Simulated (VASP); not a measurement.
# A VASP study of BP (LDA): structure first, properties next, part 3 of 5

Wanted: the relaxed cell of BP and its properties. The start is a cell from a database of measured crystal structures.

VASP 6.6.1; LDA; plane waves and PAW (B, P).

So far, gap on the k-mesh (eV): step 2 (relaxing cell and atoms (LDA)) 1.15; step 6 (total and projected DOS (LDA)) 1.15.

## 7. Vibrations at Γ (LDA)

Zone-centre modes test whether the atoms sit at a minimum within this cell. IBRION = 8 takes the force constants from linear response, which needs tightly converged orbitals.

File INCAR:

```
SYSTEM = BP
PREC = Accurate
ENCUT = 420
EDIFF = 1E-08
NELM = 100
ISMEAR = 0
SIGMA = 0.05
LREAL = .FALSE.
ALGO = Normal
GGA = CA
NBANDS = 10
LORBIT = 11
LWAVE = .FALSE.
LCHARG = .FALSE.
KPAR = 2
IBRION = 8
LEPSILON = .TRUE.
ISIF = 2
```

File POSCAR:

```
BP
1.0
    0.0000000000      2.2449863378      2.2449863378
    2.2449863378      0.0000000000      2.2449863378
    2.2449863378      2.2449863378      0.0000000000
B P
1 1
Direct
    0.0000000000      0.0000000000      0.0000000000
    0.2500000000      0.2500000000      0.2500000000
```

File KPOINTS:

```
Automatic mesh
0
Gamma
10 10 10
0 0 0
```

PAW data sets: B and P (LDA family, release 64).

Launch:

```bash
$ mpirun -np 2 vasp_std
```

Log:

```text
[... set-up lines as in an earlier step ...]
 entering main loop
       N       E                     dE             d eps       ncg     rms          rms(c)
[... 10 cycles as in an earlier step ...]
DAV:  11    -0.143989180900E+02   -0.19468E-05   -0.59627E-06  1190   0.134E-02    0.378E-02
DAV:  12    -0.143989177631E+02    0.32686E-06   -0.19227E-06  1080   0.627E-03    0.847E-03
DAV:  13    -0.143989177701E+02   -0.69961E-08   -0.68370E-08  1124   0.169E-03
   1 F= -.14398918E+02 E0= -.14398918E+02  d E =-.160190E-19
 Linear response reoptimize wavefunctions to high precision
DAV:   1    -0.143989177664E+02    0.37558E-08   -0.13263E-08  1064   0.532E-04
DAV:   2    -0.143989177664E+02   -0.26830E-10   -0.25633E-10   540   0.129E-04
 Linear response G [H, r] |phi>, progress :
  Direction:   1
       N       E                     dE             d eps       ncg     rms
RMM:   1    -0.448883584323E+02   -0.44888E+02   -0.97613E+01  2354   0.439E+01
RMM:   2    -0.331431348980E+02    0.11745E+02   -0.28576E+00  1523   0.110E+01
RMM:   3    -0.331116380184E+02    0.31497E-01   -0.33594E-02  1614   0.113E+00
RMM:   4    -0.331110630077E+02    0.57501E-03    0.31929E-03  1658   0.138E-01
RMM:   5    -0.331113855387E+02   -0.32253E-03    0.31886E-04  1650   0.176E-02
RMM:   6    -0.331114131904E+02   -0.27652E-04    0.50317E-05  1704   0.261E-03
RMM:   7    -0.331114178274E+02   -0.46371E-05    0.20925E-06  1613   0.461E-04
RMM:   8    -0.331114182593E+02   -0.43184E-06   -0.91179E-06  1395   0.148E-04
RMM:   9    -0.331114182694E+02   -0.10125E-07   -0.56501E-06  1182   0.114E-04
RMM:  10    -0.331114182054E+02    0.63949E-07   -0.65444E-06  1118   0.114E-04
RMM:  11    -0.331114181446E+02    0.60784E-07   -0.13212E-05   996   0.114E-04
RMM:  12    -0.331114181489E+02   -0.43027E-08   -0.65636E-06   867   0.114E-04
 Linear response G [H, r] |phi>, progress :
  Direction:   2
       N       E                     dE             d eps       ncg     rms
RMM:   1    -0.407509313923E+02   -0.40751E+02   -0.88514E+01  2355   0.418E+01
RMM:   2    -0.338056422229E+02    0.69453E+01   -0.17643E+00  1516   0.915E+00
RMM:   3    -0.338014833575E+02    0.41589E-02   -0.16437E-02  1610   0.914E-01
RMM:   4    -0.338014553413E+02    0.28016E-04    0.32085E-03  1663   0.114E-01
RMM:   5    -0.338017690812E+02   -0.31374E-03    0.31434E-04  1663   0.147E-02
RMM:   6    -0.338017959687E+02   -0.26888E-04    0.51261E-05  1707   0.222E-03
RMM:   7    -0.338018005566E+02   -0.45879E-05    0.43819E-06  1601   0.415E-04
RMM:   8    -0.338018011903E+02   -0.63371E-06   -0.11342E-06  1379   0.159E-04
RMM:   9    -0.338018011666E+02    0.23682E-07   -0.10606E-05  1217   0.132E-04
RMM:  10    -0.338018011538E+02    0.12784E-07   -0.27327E-06  1160   0.132E-04
RMM:  11    -0.338018011541E+02   -0.28449E-09    0.19663E-06  1026   0.131E-04
RMM:  12    -0.338018011470E+02    0.71373E-08   -0.16422E-05   876   0.131E-04
 Linear response G [H, r] |phi>, progress :
  Direction:   3
       N       E                     dE             d eps       ncg     rms
RMM:   1    -0.249636738745E+02   -0.24964E+02    0.62746E+01  2255   0.409E+01
RMM:   2    -0.203037984344E+02    0.46599E+01   -0.23372E+00  1511   0.977E+00
RMM:   3    -0.202730488864E+02    0.30750E-01   -0.40630E-02  1592   0.107E+00
RMM:   4    -0.202722765492E+02    0.77234E-03   -0.35256E-04  1648   0.132E-01
RMM:   5    -0.202722769756E+02   -0.42644E-06   -0.80940E-06  1656   0.179E-02
RMM:   6    -0.202722771560E+02   -0.18042E-06   -0.65850E-08  1665   0.272E-03
RMM:   7    -0.202722771883E+02   -0.32225E-07   -0.58736E-07  1573   0.516E-04
RMM:   8    -0.202722772119E+02   -0.23678E-07   -0.27508E-06  1384   0.178E-04
RMM:   9    -0.202722772065E+02    0.53868E-08    0.12901E-06  1151   0.137E-04
RMM:  10    -0.202722772073E+02   -0.73287E-09    0.12708E-06  1024   0.136E-04
RMM:  11    -0.202722772051E+02    0.21888E-08    0.40918E-06   885   0.135E-04
RMM:  12    -0.202722771946E+02    0.10480E-07    0.11895E-05   713   0.136E-04
 Linear response to external field (no local field effect), progress :
  Direction:   1
       N       E                     dE             d eps       ncg     rms          rms(c)
RMM:   1    -0.658792590845E+00   -0.65879E+00   -0.30189E+00  2120   0.326E+00
RMM:   2    -0.684039947245E+00   -0.25247E-01   -0.64917E-03  1537   0.481E-01
RMM:   3    -0.684087358004E+00   -0.47411E-04   -0.47693E-05  1580   0.388E-02
RMM:   4    -0.684087723713E+00   -0.36571E-06   -0.52716E-07  1615   0.423E-03
RMM:   5    -0.684087724338E+00   -0.62466E-09   -0.86606E-09  1592   0.435E-04
 change of polarisation eV/A/(eV/A) component  1 :     1.368     0.736     0.152
 dielectric tensor                  component  1 :    11.940     5.882     1.217
 Linear response to external field (no local field effect), progress :
  Direction:   2
       N       E                     dE             d eps       ncg     rms          rms(c)
RMM:   1    -0.651759635816E+00   -0.65176E+00   -0.29479E+00  2125   0.326E+00
RMM:   2    -0.676087276390E+00   -0.24328E-01   -0.64427E-03  1533   0.475E-01
RMM:   3    -0.676137518697E+00   -0.50242E-04   -0.48410E-05  1590   0.385E-02
RMM:   4    -0.676137911075E+00   -0.39238E-06   -0.58324E-07  1616   0.416E-03
RMM:   5    -0.676137912209E+00   -0.11339E-08   -0.10412E-08  1591   0.429E-04
 change of polarisation eV/A/(eV/A) component  2 :     0.735     1.352    -0.177
 dielectric tensor                  component  2 :     5.881    11.813    -1.414
 Linear response to external field (no local field effect), progress :
  Direction:   3
       N       E                     dE             d eps       ncg     rms          rms(c)
RMM:   1    -0.267326890868E+00   -0.26733E+00   -0.11488E+00  2095   0.228E+00
RMM:   2    -0.276489600042E+00   -0.91627E-02   -0.26650E-03  1528   0.341E-01
RMM:   3    -0.276515548467E+00   -0.25948E-04   -0.22636E-05  1565   0.300E-02
RMM:   4    -0.276515739324E+00   -0.19086E-06   -0.31965E-07  1583   0.336E-03
RMM:   5    -0.276515740176E+00   -0.85242E-09   -0.92484E-09  1555   0.380E-04
 change of polarisation eV/A/(eV/A) component  3 :     0.153    -0.177     0.553
 dielectric tensor                  component  3 :     1.220    -1.414     5.422
 Linear response to external field, progress :
  Direction:   1
       N       E                     dE             d eps       ncg     rms          rms(c)
RMM:   1    -0.525946148620E+00   -0.52595E+00   -0.23718E+00  7755   0.293E+00
RMM:   2    -0.545540961899E+00   -0.19595E-01   -0.51672E-03  5562   0.432E-01    0.121E+00
RMM:   3    -0.529942755418E+00    0.15598E-01   -0.64739E-03  5691   0.462E-01    0.677E-01
RMM:   4    -0.542257073706E+00   -0.12314E-01   -0.61900E-03  5653   0.462E-01    0.111E-01
RMM:   5    -0.546281719744E+00   -0.40246E-02   -0.14908E-04  5724   0.806E-02    0.170E-02
RMM:   6    -0.546347109473E+00   -0.65390E-04   -0.18950E-06  5888   0.976E-03    0.856E-03
RMM:   7    -0.546418613197E+00   -0.71504E-04   -0.16637E-07  5891   0.278E-03    0.346E-04
RMM:   8    -0.546425535930E+00   -0.69227E-05   -0.33683E-09  6158   0.333E-04    0.177E-04
RMM:   9    -0.546425847379E+00   -0.31145E-06   -0.53726E-09  6039   0.200E-04    0.404E-05
RMM:  10    -0.546425596524E+00    0.25085E-06    0.21676E-10  3623   0.352E-05    0.599E-06
 change of polarisation eV/A/(eV/A) component  1 :     1.035     0.284     0.179
 dielectric tensor                  component  1 :     9.279     2.269     1.434
 Linear response to external field, progress :
  Direction:   2
       N       E                     dE             d eps       ncg     rms          rms(c)
RMM:   1    -0.525982396966E+00   -0.52598E+00   -0.23721E+00  7755   0.293E+00
RMM:   2    -0.545538442950E+00   -0.19556E-01   -0.52160E-03  5562   0.432E-01    0.121E+00
RMM:   3    -0.529942361924E+00    0.15596E-01   -0.64864E-03  5691   0.462E-01    0.677E-01
RMM:   4    -0.542255757950E+00   -0.12313E-01   -0.61959E-03  5657   0.462E-01    0.111E-01
RMM:   5    -0.546281301266E+00   -0.40255E-02   -0.14921E-04  5720   0.806E-02    0.170E-02
RMM:   6    -0.546347033005E+00   -0.65732E-04   -0.19211E-06  5891   0.975E-03    0.856E-03
RMM:   7    -0.546418399186E+00   -0.71366E-04   -0.16713E-07  5887   0.278E-03    0.346E-04
RMM:   8    -0.546425339650E+00   -0.69405E-05   -0.36197E-09  6174   0.333E-04    0.177E-04
RMM:   9    -0.546425642326E+00   -0.30268E-06   -0.44256E-09  6048   0.199E-04    0.404E-05
RMM:  10    -0.546425392644E+00    0.24968E-06    0.23476E-09  3618   0.347E-05    0.615E-06
 change of polarisation eV/A/(eV/A) component  2 :     0.250     1.035     0.170
 dielectric tensor                  component  2 :     2.000     9.279     1.355
 Linear response to external field, progress :
  Direction:   3
       N       E                     dE             d eps       ncg     rms          rms(c)
RMM:   1    -0.525988188689E+00   -0.52599E+00   -0.23722E+00  7756   0.293E+00
RMM:   2    -0.545538505187E+00   -0.19550E-01   -0.52121E-03  5562   0.432E-01    0.121E+00
RMM:   3    -0.529942491720E+00    0.15596E-01   -0.64856E-03  5691   0.462E-01    0.677E-01
RMM:   4    -0.542255943523E+00   -0.12313E-01   -0.61958E-03  5653   0.462E-01    0.111E-01
RMM:   5    -0.546281228942E+00   -0.40253E-02   -0.14917E-04  5720   0.806E-02    0.170E-02
RMM:   6    -0.546347036462E+00   -0.65808E-04   -0.19213E-06  5892   0.975E-03    0.856E-03
RMM:   7    -0.546418402090E+00   -0.71366E-04   -0.16622E-07  5888   0.278E-03    0.346E-04
RMM:   8    -0.546425338838E+00   -0.69367E-05   -0.46035E-09  6182   0.333E-04    0.177E-04
RMM:   9    -0.546425639547E+00   -0.30071E-06   -0.58932E-09  6038   0.199E-04    0.404E-05
RMM:  10    -0.546425388187E+00    0.25136E-06    0.31526E-09  3624   0.351E-05    0.609E-06
 change of polarisation eV/A/(eV/A) component  3 :     0.202     0.261     1.035
 dielectric tensor                  component  3 :     1.615     2.088     9.279
 Linear response DOF=           2
 Linear response progress:
  Degree of freedom:   1/  2
       N       E                     dE             d eps       ncg     rms          rms(c)
RMM:   1    -0.468145725720E-01   -0.46815E-01   -0.10548E-02  8377   0.115E+00
RMM:   2    -0.428364300246E-01    0.39781E-02   -0.17801E-03  5397   0.240E-01    0.154E-01
RMM:   3    -0.427436945322E-01    0.92735E-04   -0.47860E-04  5505   0.939E-02    0.805E-02
RMM:   4    -0.431467949720E-01   -0.40310E-03   -0.39803E-04  5461   0.886E-02    0.971E-03
RMM:   5    -0.431060520177E-01    0.40743E-04   -0.10188E-05  5778   0.110E-02    0.123E-03
RMM:   6    -0.431071100573E-01   -0.10580E-05   -0.75347E-07  5774   0.134E-03    0.446E-04
RMM:   7    -0.431056468931E-01    0.14632E-05   -0.41942E-07  5882   0.354E-04    0.111E-04
RMM:   8    -0.431058288965E-01   -0.18200E-06   -0.12125E-07  6008   0.656E-05    0.319E-05
RMM:   9    -0.431057853009E-01    0.43596E-07    0.30198E-08  6144   0.263E-05    0.360E-06
RMM:  10    -0.431058163834E-01   -0.31082E-07   -0.70411E-08  6114   0.102E-05    0.140E-06
RMM:  11    -0.431058070345E-01    0.93490E-08    0.46210E-09  5430   0.719E-06    0.264E-07
 first order change of Fermi-energy  -0.12294E-03
 force on displaced ion       1 direction 1 : -19.789  -0.000  -0.000
 Born effective charge ion    1 direction 1 :  -0.632   0.000   0.000
 Linear response progress:
  Degree of freedom:   2/  2
       N       E                     dE             d eps       ncg     rms          rms(c)
RMM:   1    -0.439753050332E-01   -0.43975E-01   -0.14214E-03  7914   0.143E+00
RMM:   2    -0.407647416417E-01    0.32106E-02    0.59364E-04  5313   0.217E-01    0.151E-01
RMM:   3    -0.409168204468E-01   -0.15208E-03    0.11037E-04  5641   0.367E-02    0.856E-02
RMM:   4    -0.412040273915E-01   -0.28721E-03    0.30246E-05  5562   0.358E-02    0.790E-03
RMM:   5    -0.411777078421E-01    0.26320E-04    0.15284E-05  5840   0.603E-03    0.385E-03
RMM:   6    -0.411741914597E-01    0.35164E-05    0.18707E-06  5835   0.806E-04    0.244E-03
RMM:   7    -0.411742368213E-01   -0.45362E-07   -0.36838E-07  5886   0.412E-04    0.119E-04
RMM:   8    -0.411737663150E-01    0.47051E-06   -0.35829E-07  5921   0.711E-05    0.537E-05
RMM:   9    -0.411736499981E-01    0.11632E-06    0.31242E-08  6107   0.253E-05    0.424E-06
RMM:  10    -0.411736695155E-01   -0.19517E-07   -0.23249E-08  6218   0.913E-06    0.536E-06
RMM:  11    -0.411736708613E-01   -0.13458E-08   -0.16681E-07  5340   0.694E-06    0.274E-07
RMM:  12    -0.411736754473E-01   -0.45859E-08   -0.22356E-07  3101   0.577E-06    0.107E-07
RMM:  13    -0.411736753174E-01    0.12981E-09   -0.21724E-07  2295   0.574E-06    0.132E-08
 first order change of Fermi-energy   0.17339E-03
 force on displaced ion       2 direction 1 : -19.797  -0.000  -0.000
 Born effective charge ion    2 direction 1 :   0.614   0.000   0.000
 Born effective charges drift removed
 Linear response finished
```

Run time: 54 s. Hardware: 2 MPI ranks of Intel Xeon Platinum 8488C (Sapphire Rapids), shared host; peak memory 0.35 GiB.

Parts of OUTCAR (step 7):

```text
   NELECT =       8.0000    total number of electrons

  Total       -0.0025015     -0.0025015     -0.0025015      0.0000000      0.0000000     -0.0000000
  in kB       -0.1771097     -0.1771097     -0.1771097      0.0000000      0.0000000     -0.0000000
  external PRESSURE =      -0.1771097 kB  Pullay stress =       0.0000000 kB

 MACROSCOPIC STATIC DIELECTRIC TENSOR (including local field effects in DFT)
 ------------------------------------------------------
           9.279130    -0.000000    -0.000000
          -0.000000     9.279130     0.000000
          -0.000000     0.000000     9.279130
 ------------------------------------------------------

 PIEZOELECTRIC TENSOR (including local field effects)  for field in x, y, z        (C/m^2)
          XX          YY          ZZ          XY          YZ          ZX
  --------------------------------------------------------------------------------
  x     0.00000     0.00000     0.00000     0.00000     0.17137     0.00000
  y     0.00000     0.00000     0.00000    -0.00000     0.00000     0.17137
  z    -0.00000    -0.00000     0.00000     0.17137    -0.00000     0.00000

 BORN EFFECTIVE CHARGES (including local field effects) (in |e|, cummulative output)
 ---------------------------------------------------------------------------------
 ion    1
    1    -0.62447     0.00000     0.00000
    2     0.00000    -0.62447     0.00000
    3    -0.00000    -0.00000    -0.62447
 ion    2
    1     0.62447    -0.00000    -0.00000
    2    -0.00000     0.62447    -0.00000
    3     0.00000     0.00000     0.62447

 Eigenvectors and eigenvalues of the dynamical matrix
 ----------------------------------------------------

   1 f  =   24.567842 THz   154.364302 2PiTHz  819.494990 cm-1   101.604384 meV
             X         Y         Z           dx          dy          dz
      0.000000  0.000000  0.000000     0.000000    0.860924    0.000000
      1.122493  1.122493  1.122493     0.000000   -0.508733    0.000000

   2 f  =   24.567842 THz   154.364302 2PiTHz  819.494990 cm-1   101.604384 meV
             X         Y         Z           dx          dy          dz
      0.000000  0.000000  0.000000     0.860924    0.000000    0.000000
      1.122493  1.122493  1.122493    -0.508733    0.000000    0.000000

   3 f  =   24.567842 THz   154.364302 2PiTHz  819.494990 cm-1   101.604384 meV
             X         Y         Z           dx          dy          dz
      0.000000  0.000000  0.000000     0.000000    0.000000    0.860924
      1.122493  1.122493  1.122493     0.000000    0.000000   -0.508733

   4 f/i=    0.002249 THz     0.014130 2PiTHz    0.075015 cm-1     0.009301 meV
             X         Y         Z           dx          dy          dz
      0.000000  0.000000  0.000000    -0.508733    0.000000    0.000000
      1.122493  1.122493  1.122493    -0.860924    0.000000    0.000000

   5 f/i=    0.002249 THz     0.014130 2PiTHz    0.075015 cm-1     0.009301 meV
             X         Y         Z           dx          dy          dz
      0.000000  0.000000  0.000000     0.000000   -0.508733    0.000000
      1.122493  1.122493  1.122493     0.000000   -0.860924    0.000000

   6 f/i=    0.002249 THz     0.014130 2PiTHz    0.075015 cm-1     0.009301 meV
             X         Y         Z           dx          dy          dz
      0.000000  0.000000  0.000000     0.000000    0.000000   -0.508733
      1.122493  1.122493  1.122493     0.000000    0.000000   -0.860924

 MACROSCOPIC STATIC DIELECTRIC TENSOR IONIC CONTRIBUTION
 ------------------------------------------------------
           0.157544    -0.000000     0.000000
          -0.000000     0.157544    -0.000000
           0.000000    -0.000000     0.157544
 ------------------------------------------------------

 ELASTIC MODULI CONTR FROM IONIC RELAXATION (kBar)
 Direction    XX          YY          ZZ          XY          YZ          ZX
 --------------------------------------------------------------------------------
 XX          -0.0000      0.0000      0.0000     -0.0000      0.0000      0.0000
 YY           0.0000     -0.0000      0.0000     -0.0000     -0.0000     -0.0000
 ZZ           0.0000      0.0000     -0.0000      0.0000     -0.0000      0.0000
 XY          -0.0000     -0.0000      0.0000   -216.3396      0.0000      0.0000
 YZ           0.0000     -0.0000     -0.0000      0.0000   -216.3396      0.0000
 ZX           0.0000     -0.0000      0.0000      0.0000      0.0000   -216.3396
 --------------------------------------------------------------------------------

 PIEZOELECTRIC TENSOR IONIC CONTR  for field in x, y, z        (C/m^2)
          XX          YY          ZZ          XY          YZ          ZX
  --------------------------------------------------------------------------------
  x     0.00000    -0.00000    -0.00000     0.00000    -0.17372     0.00000
  y     0.00000    -0.00000     0.00000     0.00000     0.00000    -0.17372
  z    -0.00000    -0.00000     0.00000    -0.17372    -0.00000    -0.00000

[... 9 parts as in an earlier step ...]

[... 3 further parts left out ...]
```

Energies printed during the response cycles are not total energies of the cell.

This step gave:

* bands: 10
* irreducible k-points: 47
* pressure of the cell: -0.01771 GPa
* largest force of the cell: 0 eV/Å
* Fermi energy: 8.092 eV
* gap on the k-mesh: 1.150 eV

Electronic dielectric tensor with local fields:

```
9.28 0.00 0.00
0.00 9.28 0.00
0.00 0.00 9.28
```

Ionic part of the static dielectric tensor:

```
0.1575 0.0000 0.0000
0.0000 0.1575 0.0000
0.0000 0.0000 0.1575
```

Born effective charge (e), principal values of the symmetric part by kind of site:

```
atom  atoms with these values      low   middle     high     mean
  B1                        1  -0.6245  -0.6245  -0.6245  -0.6245
  P2                        1   0.6245   0.6245   0.6245   0.6245
```

In full for B1:

```
-0.6245  0.0000  0.0000
 0.0000 -0.6245  0.0000
 0.0000  0.0000 -0.6245
```

Lines of the infrared spectrum (strongest = 100):

```
position (cm⁻¹)  lines merged  squared mode dipole, relative
            819             3                            100
```

Transverse limit, no LO-TO splitting. Modes at Γ, with each element's share of the kinetic energy:

```
mode  frequency (cm⁻¹)  symmetry       IR  B %  P %
   1              -0.1  acoustic  5.9e-10   26   74
   2              -0.1  acoustic  5.9e-10   26   74
   3              -0.1  acoustic  5.9e-10   26   74
   4             819.5        T2    0.049   74   26
   5             819.5        T2    0.049   74   26
   6             819.5        T2    0.049   74   26
```

Displacements in mode 4 (819.5 cm⁻¹), the largest set to 1:
```
B1   0.00  0.00  1.00
P2   0.00  0.00 -0.35
```

Piezoelectric tensor, ionic part (C/m²), by row:

```
field  xx  yy  zz       xy       yz       zx
    x   0   0   0        0  -0.1737        0
    y   0   0   0        0        0  -0.1737
    z   0   0   0  -0.1737        0        0
```

Piezoelectric tensor with clamped ions (C/m²), by row:

```
field  xx  yy  zz      xy      yz      zx
    x   0   0   0       0  0.1714       0
    y   0   0   0       0       0  0.1714
    z   0   0   0  0.1714       0       0
```

The Born charges sum to zero; the printed set may have that rule imposed, so this is no test. Born charges and mode vectors give each infrared mode its dipole; summed over the modes, dipole squared over frequency squared adds 0.158 to the electronic 9.28, for a mean static constant of 9.44. With one infrared mode the Lyddane-Sachs-Teller relation, LO/TO = (ε0/ε∞)^½, puts the longitudinal line at 826 cm⁻¹. By the characters of their eigenvectors the optical modes sort into (cm⁻¹) Raman active: T2 819; infrared active: T2 819.

[end of part 3 of 5]

[Lines on the potential files, build, host, timing and source positions are cut from VASP's logs without a mark.]

[Logs are printed without paths, hosts, clocks, repeated set-up lines and the standing remarks that a program may print on its own settings, such as how far it seeks lower states.]

[Hosts, paths, dates, database ids (printed as entryN), source tags and the programs' standing remarks are cut or masked in the printed files.]

[A measured line is paired with the nearest computed mode of its activity, which favours agreement.]
